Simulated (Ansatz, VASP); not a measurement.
# TiNF in two plane-wave programs

One calculation is typed for both programs; each brings its own data sets. How far apart do they land? The cell is taken from a series of runs on this material, whose earlier steps may have relaxed, scaled, displaced or heated it; both programs get it as it stands.

Method: plane waves, with VASP 6.6.1 beside it; LDA, in Ansatz 0.2.0.

## 1. The structure

The structure is orthorhombic, space group Pmmn (No. 59). Conventional cell: a = 3.062 Å, b = 3.964 Å, c = 7.871 Å, α = 90.00°, β = 90.00°, γ = 90.00°. Nearest to Ti lie 4 N at 2.01 Å and 2 F at 2.04 Å. Nearest to N lie 4 Ti at 2.01 Å. F has 2 Ti at 2.04 Å nearest. Farther neighbours and most contacts between anions are not listed.

## 2. VASP: single point, LDA

A single point takes one fixed geometry, so differences don't come from the geometry; what else differs is listed under the comparison.

Lines of VASP's logs that name or quote its potential files are left out, and so is its time.

INCAR

```
SYSTEM = TiNF
PREC = Accurate
ENCUT = 600
EDIFF = 1E-06
NELM = 120
ISMEAR = 0
SIGMA = 0.08
LREAL = .FALSE.
ALGO = Normal
GGA = PW92
NBANDS = 30
LASPH = .TRUE.
LORBIT = 11
LWAVE = .FALSE.
LCHARG = .FALSE.
ISIF = 2
GGA_COMPAT = .FALSE.
EFERMI = MIDGAP
KPAR = 2
```

POSCAR

```
TiNF
1.0
    0.0000000000     -2.1651637900     -2.1651637900
   -3.9643870000      0.0000000000      0.0000000000
    0.0000000000      5.5655144400     -5.5655144400
Ti N F
2 2 2
Direct
    0.5000000000      0.0000000000      0.8959140000
    0.0000000000      0.5000000000      0.1040860000
    0.5000000000      0.5000000000      0.9393160000
    0.0000000000      0.0000000000      0.0606840000
    0.0000000000      0.0000000000      0.7246240000
    0.5000000000      0.5000000000      0.2753760000
```

KPOINTS

```
Automatic mesh
0
Gamma
8 6 4
0 0 0
```

Potentials, in the order of the species: Ti_sv, N and F (LDA family, release 64).

The run is started by

```
> mpirun -np 2 vasp_std
```

Numbers of over 12 decimals in the logs are rounded to 6 here.

Log:

```text
[banner, memory and clock lines left out]
running    2 mpi-ranks, on    1 nodes
 distrk:  each k-point on    1 cores,    2 groups
 distr:  one band on    1 cores,    1 groups

 POSCAR found type information on POSCAR TiN F
 POSCAR found :  3 types and       6 ions
|                                                                             |
|               ----> ADVICE to this user running VASP <----                  |
|                                                                             |
|     You enforced a specific xc type in the INCAR file but a different       |
|     [... a line on the potential file left out ...]
|     I HOPE YOU KNOW WHAT YOU ARE DOING!                                     |
|                                                                             |

 LDA part: xc-table for (Slater(with rela. corr.)+PW92), standard interpolation
 POSCAR, INCAR and KPOINTS ok, starting setup
 FFT: planning ... GRIDC
 FFT: planning ... GRID_SOFT
 FFT: planning ... GRID
 WAVECAR not read
 entering main loop
       N       E                     dE             d eps       ncg     rms          rms(c)
DAV:   1     0.680225292429E+03    0.68023E+03   -0.26626E+04  3608   0.190E+03
DAV:   2     0.465350999717E+02   -0.63369E+03   -0.60461E+03  3948   0.550E+02
DAV:   3    -0.620053234795E+02   -0.10854E+03   -0.10612E+03  5652   0.200E+02
DAV:   4    -0.690724951004E+02   -0.70672E+01   -0.70564E+01  5430   0.495E+01
DAV:   5    -0.694934050755E+02   -0.42091E+00   -0.42087E+00  4862   0.930E+00    0.290E+01
DAV:   6    -0.553156687713E+02    0.14178E+02   -0.11812E+02  4622   0.900E+01    0.133E+01
DAV:   7    -0.540663728484E+02    0.12493E+01   -0.24606E+01  4612   0.375E+01    0.815E+00
DAV:   8    -0.536532813364E+02    0.41309E+00   -0.41323E+00  4376   0.167E+01    0.301E+00
DAV:   9    -0.535785156434E+02    0.74766E-01   -0.56242E-01  5332   0.558E+00    0.105E+00
DAV:  10    -0.535795444446E+02   -0.10288E-02   -0.88399E-02  4540   0.295E+00    0.469E-01
DAV:  11    -0.535775158979E+02    0.20285E-02   -0.22212E-02  4614   0.121E+00    0.112E-01
DAV:  12    -0.535777163476E+02   -0.20045E-03   -0.21494E-03  5240   0.339E-01    0.591E-02
DAV:  13    -0.535777537068E+02   -0.37359E-04   -0.67491E-04  4954   0.195E-01    0.266E-02
DAV:  14    -0.535777652183E+02   -0.11512E-04   -0.63844E-05  4238   0.748E-02    0.121E-02
DAV:  15    -0.535777723940E+02   -0.71756E-05   -0.17049E-05  4674   0.251E-02    0.645E-03
DAV:  16    -0.535777723677E+02    0.26324E-07   -0.76352E-06  3678   0.195E-02
   1 F= -.53577772E+02 E0= -.53577772E+02  d E =-.860747E-09
```

OUTCAR, selected parts (step 2):

```text
ion  position               nearest neighbor table
   1  0.500  0.000  0.896-   4 2.01   4 2.01   3 2.01   3 2.01   5 2.04   5 2.04
   2  0.000  0.500  0.104-   3 2.01   3 2.01   4 2.01   4 2.01   6 2.04   6 2.04
   3  0.500  0.500  0.939-   2 2.01   2 2.01   1 2.01   1 2.01
   4  0.000  0.000  0.061-   1 2.01   1 2.01   2 2.01   2 2.01
   5  0.000  0.000  0.725-   1 2.04   1 2.04
   6  0.500  0.500  0.275-   2 2.04   2 2.04

  LATTYP: Found a simple orthorhombic cell.
 ALAT       =     3.0620039966
 B/A-ratio  =     1.2947034048
 C/A-ratio  =     2.5704819495

 Subroutine GETGRP returns: Found  8 space group operations
 (whereof  4 operations were pure point group operations)

The static configuration has the point symmetry C_2v.
 The point group associated with its full space group is D_2h.

 Found     60 irreducible k-points:

   k-points           NKPTS =     60   k-points in BZ     NKDIM =     60   number of bands    NBANDS=     30

   dimension x,y,z NGX =    24 NGY =   32 NGZ =   64
   dimension x,y,z NGXF=    48 NGYF=   64 NGZF=  128

   ENCUT  =  600.0 eV  44.10 Ry    6.64 a.u.   6.12  7.92 15.72*2*pi/ulx,y,z

   NELECT =      48.0000    total number of electrons

 k-points in reciprocal lattice and weights: Automatic mesh
   0.00000000  0.00000000  0.00000000       0.005
   0.12500000  0.00000000  0.00000000       0.010
   0.25000000  0.00000000  0.00000000       0.010
   0.37500000  0.00000000  0.00000000       0.010
   0.50000000  0.00000000  0.00000000       0.005
   0.00000000  0.16666667  0.00000000       0.010
   0.12500000  0.16666667  0.00000000       0.021
   0.25000000  0.16666667  0.00000000       0.021
   0.37500000  0.16666667  0.00000000       0.021
[...]
0.37500000  0.50000000  0.50000000       0.010
   0.50000000  0.50000000  0.50000000       0.005

 average (electrostatic) potential at core
       1 -80.2679       2 -80.2679       3 -66.1670       4 -66.1670       5 -77.8529
       6 -77.8529

 E-fermi :   1.7202

 k-point     1 :       0.0000    0.0000    0.0000
  band No.  band energies     occupation
    ...
     20      -1.4763      2.00000
     21      -1.2290      2.00000
     22      -1.1956      2.00000
     23       0.1649      2.00000
     24       1.4146      2.00000
     25       2.0259      0.00000
     26       2.7757      0.00000
     27       2.9458      0.00000
     28       3.2967      0.00000
     29       3.4280      0.00000
    ...

 k-point     2 :       0.1250    0.0000    0.0000
  band No.  band energies     occupation
    ...
     20      -2.1019      2.00000
     21      -1.2447      2.00000
     22      -0.6250      2.00000
     23      -0.1992      2.00000
     24       0.8452      2.00000
     25       2.4020      0.00000
     26       3.0313      0.00000
     27       3.0635      0.00000
     28       3.2888      0.00000
     29       3.4369      0.00000
    ...

 k-point     3 :       0.2500    0.0000    0.0000
  band No.  band energies     occupation
    ...
     20      -2.6338      2.00000
     21      -1.2903      2.00000
     22      -0.7562      2.00000
     23      -0.0244      2.00000
     24      -0.0096      2.00000
     25       2.7814      0.00000
     26       3.1550      0.00000
     27       3.2751      0.00000
     28       3.3994      0.00000
     29       3.4542      0.00000
    ...

  Total       -4.4244825     -4.6685925     -4.6685925      0.0000000     -0.5724489      0.0000000
  in kB      -74.1943713    -78.2878632    -78.2878632      0.0000000     -9.5994244      0.0000000
  external PRESSURE =     -76.9233659 kB  Pullay stress =       0.0000000 kB

  energy-cutoff  :      600.00
  volume of cell :       95.54
      direct lattice vectors                 reciprocal lattice vectors
     0.000000000 -2.165163790 -2.165163790     0.000000000 -0.230929412 -0.230929412
    -3.964387000  0.000000000  0.000000000    -0.252245807  0.000000000  0.000000000
     0.000000000  5.565514440 -5.565514440     0.000000000  0.089838955 -0.089838955

 POSITION                                       TOTAL-FORCE (eV/Angst)
 -----------------------------------------------------------------------------------
      0.00000      3.90364     -6.06880         0.000000      0.142397     -0.142397
     -1.98219      0.57929     -0.57929         0.000000     -0.142397      0.142397
     -1.98219      4.14519     -6.31036         0.000000      0.243995     -0.243995
      0.00000      0.33774     -0.33774         0.000000     -0.243995      0.243995
      0.00000      4.03291     -4.03291         0.000000      0.520331     -0.520331
     -1.98219      0.45003     -2.61519         0.000000     -0.520331      0.520331
 -----------------------------------------------------------------------------------
    total drift:                                0.000000      0.000000     -0.000000

  FREE ENERGIE OF THE ION-ELECTRON SYSTEM (eV)
  ---------------------------------------------------
  free  energy   TOTEN  =       -53.5777723677 eV

  energy  without entropy=      -53.5777723668  energy(sigma->0) =      -53.57777237

 total charge
# of ion       s       p       d       tot
------------------------------------------
    1        2.207   6.262   1.830  10.299
    2        2.207   6.262   1.830  10.299
    3        1.259   2.449   0.000   3.707
    4        1.259   2.449   0.000   3.707
    5        1.728   4.322   0.000   6.050
    6        1.728   4.322   0.000   6.050
--------------------------------------------------
tot         10.386  26.065   3.661  40.112

[... 3 further parts left out ...]
```

This run has no spin polarisation, so a moment on Ti, if there is one, isn't seen.

## 3. Ansatz: single point, LDA

Ansatz runs on its default PAW (the set named soft_2) files.

The same cell, functional (in two slightly different forms), mesh and smearing now go to Ansatz, which takes its cutoff from its data sets.

input.yaml

```yaml
crystal:
  lattice:
    - [0.0, -2.16516379, -2.16516379]
    - [-3.964387, 0.0, 0.0]
    - [0.0, 5.56551444, -5.56551444]
  atoms:
    - { symbol: Ti, position: [0.5, 0.0, 0.895914] }
    - { symbol: Ti, position: [0.0, 0.5, 0.104086] }
    - { symbol: "N", position: [0.5, 0.5, 0.939316] }
    - { symbol: "N", position: [0.0, 0.0, 0.060684] }
    - { symbol: F, position: [0.0, 0.0, 0.724624] }
    - { symbol: F, position: [0.5, 0.5, 0.275376] }
kpoints:
  mp_grid: { grid: [8, 6, 4] }
  band_path:
    path:
      - [[0.0, 0.0, 0.0], [0.5, 0.0, 0.0], [0.5, 0.5, 0.0], [0.0, 0.5, 0.0], [0.0, 0.0, 0.0], [0.0, 0.0, 0.5], [0.5, 0.0, 0.5], [0.5, 0.5, 0.5], [0.0, 0.5, 0.5], [0.0, 0.0, 0.5]]
      - [[0.5, 0.0, 0.0], [0.5, 0.0, 0.5]]
      - [[0.0, 0.5, 0.0], [0.0, 0.5, 0.5]]
      - [[0.5, 0.5, 0.0], [0.5, 0.5, 0.5]]
    npoints: 10
hamiltonian:
  xc: lda
scf:
  occupations: { method: gaussian, width: 0.08 }
  n_extra_bands: 24
  max_iter: 150
  lower_state_search: "off"
output:
  eigenvalues: true
  forces: true
  stress: true
  fatbands: true
  write_density: true
  write_potential: true
  elf: true
  volumetric_format: npy
```

The run is started by

```
> ansatz run input.yaml --threads 4 --pin off --max-ram 9216MiB --backend cpu --events-out ev --progress --plain --runs-dir out
```

Log:

```text
scf.n_extra_bands = 24 over 24 filled bands (N_el = 48.0): the run solves 48 bands
Engine: ansatz 0.2.0, aarch64-unknown-linux-gnu
Pseudopotentials: kind: paw
Pseudopotential: Ti, paw, valence charge 12, recommended cutoff 420 eV (normal), Ti.paw.azcp
Pseudopotential: N, paw, valence charge 5, recommended cutoff 420 eV (normal), N.paw.azcp
Pseudopotential: F, paw, valence charge 7, recommended cutoff 420 eV (normal), F.paw.azcp
Functional definition: SPW92
  exchange = slater_x
  correlation = pw_c
Crystal: 6 atoms, lattice volume = 95.544 Å³
Basis set: ecut = 420 eV, 1869 PW (Γ)
Bands: 48, of which v1, the nominal top of the filled ones, is band 24 counted from 1 (23 counted from 0)
Symmetry: 8 space group operations
Space group: Pmmn (ITA 59), of the structure as read, at distance tolerance 4.6e-5 Å
k-points: 60 of 192
Non-local potential: Ti, projectors of the file, l = 0: 3, l = 1: 2, l = 2: 3, l = 3: 1
Non-local potential: N, projectors of the file, l = 0: 2, l = 1: 2, l = 2: 1
Non-local potential: F, projectors of the file, l = 0: 2, l = 1: 2, l = 2: 1
PAW form: soft (Blöchl's): semilocal exchange-correlation on the pseudo side does not see the compensation charge
PAW frozen core: Ti, regenerated for the run's functional, and the local potential with it (the file was generated under x = pbe(κ = 0.804, μ = 0.219515), c = pbe(β = 0.066725))
PAW frozen core: N, regenerated for the run's functional, and the local potential with it (the file was generated under x = pbe(κ = 0.804, μ = 0.219515), c = pbe(β = 0.066725))
PAW frozen core: F, regenerated for the run's functional, and the local potential with it (the file was generated under x = pbe(κ = 0.804, μ = 0.219515), c = pbe(β = 0.066725))
PAW one-centre angular grid: Ti, 590 points (default); XC on 64 Gauss nodes
PAW one-centre angular grid: N, 110 points (default); XC on 64 Gauss nodes
PAW one-centre angular grid: F, 110 points (default); XC on 64 Gauss nodes
Initial density: superposition of atomic densities (neutral atoms: chi_scale 0, normalization atom), corrected by the library's trained network
Initial wavefunctions: pseudopotential atomic-orbital guess
Functional: x = slater, c = lda
SCF iter   1: F=—  HF=-7243.905473 eV  |F-HF|=—  |Δ(HF+E_count)|=         —  Δρ=1.37e-2  dr2=1.39e-1  ethr=1.77e-3  ⟨swp⟩=6.0  Hψ=13476  notcnv=0  defer=398
preconditioner: auto → Resta (q_TF=auto, 2.433 Å⁻¹)  ε∞=2.7  [insulator: Δε(μ)=0.553 eV  Ē_g=16.682 eV  σ=0.080 eV  W_gap=1.00  n_scr=22 (ndim 8)  ℏωp=21.5 eV  f_vac=0.329  D(μ)=0.00/eV (n_scr^D=0)  ε∞_Penn≈2.7]
SCF iter   2: F=—  HF=-7243.879957 eV  |F-HF|=—  |Δ(HF+E_count)|=   2.55e-2  Δρ=7.86e-3  dr2=4.32e-2  ethr=2.91e-4  ⟨swp⟩=2.0  Hψ=4684  notcnv=0  defer=1067
SCF iter   3: F=—  HF=-7243.871866 eV  |F-HF|=—  |Δ(HF+E_count)|=   8.09e-3  Δρ=2.67e-3  dr2=6.40e-3  ethr=9.00e-5  ⟨swp⟩=2.0  Hψ=2904  notcnv=0  defer=1067
SCF iter   4: F=—  HF=-7243.871062 eV  |F-HF|=—  |Δ(HF+E_count)|=   8.04e-4  Δρ=1.70e-3  dr2=2.30e-3  ethr=1.33e-5  ⟨swp⟩=2.0  Hψ=2643  notcnv=0  defer=1067
SCF iter   5: F=—  HF=-7243.870657 eV  |F-HF|=—  |Δ(HF+E_count)|=   4.06e-4  Δρ=3.91e-4  dr2=1.02e-4  ethr=4.79e-6  ⟨swp⟩=2.1  Hψ=2592  notcnv=0  defer=1067
SCF iter   6: F=—  HF=-7243.870669 eV  |F-HF|=—  |Δ(HF+E_count)|=   1.28e-5  Δρ=7.13e-5  dr2=7.20e-6  ethr=2.12e-7  ⟨swp⟩=2.1  Hψ=2739  notcnv=0  defer=1067
SCF iter   7: F=—  HF=-7243.870683 eV  |F-HF|=—  |Δ(HF+E_count)|=   1.34e-5  Δρ=3.80e-5  dr2=1.28e-6  ethr=1.50e-8  ⟨swp⟩=2.1  Hψ=2694  notcnv=0  defer=1067
SCF iter   8: F=-7243.870683 eV  HF=-7243.870683 eV  |F-HF|=3.62e-8  |Δ(HF+E_count)|=   2.99e-7  Δρ=8.12e-6  dr2=6.91e-8  ethr=2.08e-10  ⟨swp⟩=16.9  Hψ=23612  notcnv=0
SCF 1 converged in 8 iterations: F = -7243.870683 eV  dr2 = 6.91e-8
  greatest PAW one-centre occupation: 0.999 electrons in one spin orbital (limit 2), on the Ti atom at site 1 (counted from 0), in its partial waves of l = 0
NSCF: frozen V_eff on 124 k-points
SCF converged after 8 iterations
Free energy (F): -7243.870683 eV
Harris-Foulkes:  -7243.870683 eV  (|F-HF|=3.62e-8)
Internal energy: -7243.870683 eV  (E = F + TS)
E sigma→0 (E₀):  -7243.870683 eV
Fermi energy:    4.503987 eV
--- Per-component energies (eV) ---
  E_band       = -673.219201
  E_kinetic    = 1211.123242
  E_local      = -6954.622382  (includes V_loc(G=0)·N_el)
  E_nonlocal   = 260.281974
  E_hartree    = 2958.253018
  E_xc         = -468.280568
  E_vxc        = -597.244670  (∫ρ·V_xc dr)
  E_paw        = -2603.627044  (= ΣΔE_a)
  E_vpaw       = -509.268165  (= ΣTr[D̂ρ^β])
  E_aug_tail   = 0.004441  (compensation charges beyond the density's cutoff)
  E_ewald      = -1648.041856
  E_core_change = 1.038492  (= ΣΔE_core)
  E_smearing   = -0.000000  (= −TS)
  E_closure    = 0.000000  (closes the sum)
  Σ components = -7243.870683   (vs F -7243.870683, Δ=0.00e0)
--- Forces (eV/Å), atoms counted from 1 ---
  atom   1  Ti     0.00000000     0.15213874    -0.15213874
  atom   2  Ti     0.00000000    -0.15213874     0.15213874
  atom   3  N      0.00000000     0.26305901    -0.26305901
  atom   4  N      0.00000000    -0.26305901     0.26305901
  atom   5  F      0.00000000     0.55863527    -0.55863527
  atom   6  F      0.00000000    -0.55863527     0.55863527
  max |Σ_I F_I| component: 2.22e-16 eV/Å
--- Stress (GPa, compression-positive) ---
       -7.672110       0.000000       0.000000
        0.000000      -8.207479      -1.087275
        0.000000      -1.087275      -8.207479
  P = ⅓ Tr σ = -8.0290 GPa (-80.290 kbar)
--- Band table (eV; the first three rows and the last of 60) ---
  k-point 0: bands = [... 20 lower, 1.5429, 1.5777, 2.9444, 4.1909, 4.8171, 5.5698, 5.7306, 6.0881, ... 20 higher]
  k-point 1: bands = [... 20 lower, 1.5254, 1.5601, 2.9437, 4.1909, 4.8171, 5.5691, 5.7197, 6.0880, ... 20 higher]
  k-point 2: bands = [... 20 lower, 1.4976, 1.5527, 2.9431, 4.1907, 4.8171, 5.5683, 5.7098, 6.0878, ... 20 higher]
  k-point 59: bands = [... 20 lower, 1.2726, 1.2726, 1.5033, 1.5033, 6.0684, 6.0684, 6.2145, 6.2145, ... 20 higher]
```

The column dr2 measures how far the density is from self-consistency, as an energy; F and HF (Harris–Foulkes) agree once it is small.

## 4. Differences

Known differences besides the potentials themselves: the cutoff is 420 eV in Ansatz and 600 eV in VASP; VASP's log shows a relativistic correction to its local exchange, Ansatz's none. Total energies have different zeros and are not compared.

Both answers:

```csv
quantity,Ansatz,VASP,difference
pressure (GPa),-8.03,-7.69,-0.34
gap on the k mesh (eV),0.626,0.611,+0.015
```

Forces (eV/Å; atoms numbered as in POSCAR):

```csv
atom,"Ansatz x, y, z","VASP x, y, z"
Ti1,"0.000, 0.152, -0.152","0.000, 0.142, -0.142"
Ti2,"0.000, -0.152, 0.152","0.000, -0.142, 0.142"
N3,"0.000, 0.263, -0.263","0.000, 0.244, -0.244"
N4,"0.000, -0.263, 0.263","0.000, -0.244, 0.244"
F5,"0.000, 0.559, -0.559","0.000, 0.520, -0.520"
F6,"0.000, -0.559, 0.559","0.000, -0.520, 0.520"
```

The forces differ by 21 meV/Å r.m.s., which is 7.4 % of the r.m.s. force of 0.279 eV/Å (both taken over all components). A gap on the mesh is an upper bound, since the band edges may lie between its points.

## 5. Results

```json
{"r.m.s. force difference (single point, LDA)": "7.4 % of the r.m.s. force"}
```

**Reading.** The r.m.s. force difference is 7.4 % of the r.m.s. force (single point, LDA), beyond the 3 % picked in this series as the mark of a large difference. What causes the difference of the single point, LDA pair stays open here. How closely two codes agree says nothing of how well the functional describes the real material.

[Lines on the potential files, build, host, timing and source positions are cut from VASP's logs without a mark.]

[Logs are printed without paths, hosts, clocks, repeated set-up lines and the standing remarks that a program may print on its own settings, such as how far it seeks lower states.]

[Hosts, paths, dates, database ids (printed as entryN), source tags and the programs' standing remarks are cut or masked in the printed files.]
